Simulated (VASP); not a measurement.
Given:

```
CELL_PARAMETERS angstrom
      0.00000     2.85828     2.85828
      2.85828     0.00000     2.85828
      2.85828     2.85828     0.00000
ATOMIC_POSITIONS crystal
  Pt 0.75000 0.75000 0.75000
  Pt 0.50000 0.50000 0.50000
```

All values below come from r2SCAN meta-GGA, VASP's PBE PAW potentials (set 64) (plane waves; VASP). Run with 400 eV cut-off, 12×12×12 Γ-centred mesh, tetrahedra with Blöchl corrections, potentials Pt.

Give the energies of bands 1 to 13 at the high-symmetry points, in eV from the Fermi level.

```csv
band,Γ,X,U,L,W
1,-7.40,-5.29,-5.52,-5.52,-5.43
2,-4.85,-5.29,-5.03,-4.84,-5.43
3,-4.85,-4.81,-4.96,-4.82,-4.67
4,-4.65,-4.81,-4.73,-4.82,-4.67
5,-4.65,-3.57,-3.87,-4.49,-3.27
6,-4.65,-3.57,-3.01,-4.49,-3.27
7,-1.98,-2.68,-2.85,-1.50,-2.97
8,-1.98,-2.68,-2.70,-1.50,-2.97
9,-1.98,-0.16,-0.02,-1.36,0.22
10,-0.12,-0.16,0.22,-0.44,0.22
11,-0.12,1.40,0.88,-0.44,1.21
12,11.14,1.40,1.21,0.83,1.21
13,11.16,4.11,2.65,8.45,3.23
```

It has no gap at this level: it comes out as a metal or semimetal.

The structure was generated: Pt was put into the diamond type (Fd-3m), which need not be its known phase. It was relaxed first, which changed the volume by +15 %.
